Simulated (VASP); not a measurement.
BN:

```xyz
4
Lattice="2.5040 0.0000 0.0000 -1.2520 2.1685 0.0000 0.0000 0.0000 6.6610" Properties=species:S:1:pos:R:3 pbc="T T T"
B     0.0000    1.4457    1.6652
B     1.2520    0.7228    4.9957
N     1.2520    0.7228    1.6652
N     0.0000    1.4457    4.9957
```

The cell was built by a generator and needn't be a form met in nature.

* Program: VASP 6.6.1
* Task: relaxation of cell and atoms
* Functional: LDA
* Potentials or basis: VASP PAW LDA potentials, release 64 (B, N)
* Cutoff: 600 eV
* k mesh: 12 × 12 × 4
* Occupations: gaussian, width 0.01 eV
* Spin: no spin polarisation

At the start: pressure -4.3 GPa; volume 9.04 Å³/atom.

Problem. Where does the relaxation end?

Solution. Over 12 steps the energy falls by 2.8 meV/atom and the volume is 8.64 Å³/atom (-4.5 %); space group P6_3/mmc (No. 194, to 0.05 Å).

Step by step:
| step | energy change (eV) | largest force (eV/Å) | pressure (GPa) | volume (Å³) |
| --- | --- | --- | --- | --- |
| 1 | 0.0000 | 0.0000 | -4.32 | 36.17 |
| 2 | 0.0223 | 0.0000 | 8.22 | 34.91 |
| 3 | -0.0078 | 0.0000 | -0.27 | 35.74 |
| 4 | -0.0078 | 0.0000 | -0.21 | 35.73 |
| 5 | -0.0082 | 0.0000 | -0.18 | 35.66 |
| 6 | -0.0092 | 0.0000 | -0.17 | 35.45 |
| 7 | -0.0106 | 0.0000 | -0.09 | 35.03 |
| 8 | -0.0109 | 0.0000 | 0.13 | 34.18 |
| 9 | -0.0113 | 0.0000 | 0.05 | 34.53 |
| 10 | -0.0113 | 0.0000 | 0.03 | 34.56 |
| 11 | -0.0112 | 0.0000 | -0.43 | 34.60 |
| 12 | -0.0113 | 0.0000 | -0.01 | 34.56 |

Final structure:
```
B N
1.0
     2.49015    0.00000    0.00000
    -1.24507    2.15653    0.00000
     0.00000    0.00000    6.43552
B N
2 2
Direct
  0.33333 0.66667 0.25000
  0.66667 0.33333 0.75000
  0.66667 0.33333 0.25000
  0.33333 0.66667 0.75000
```
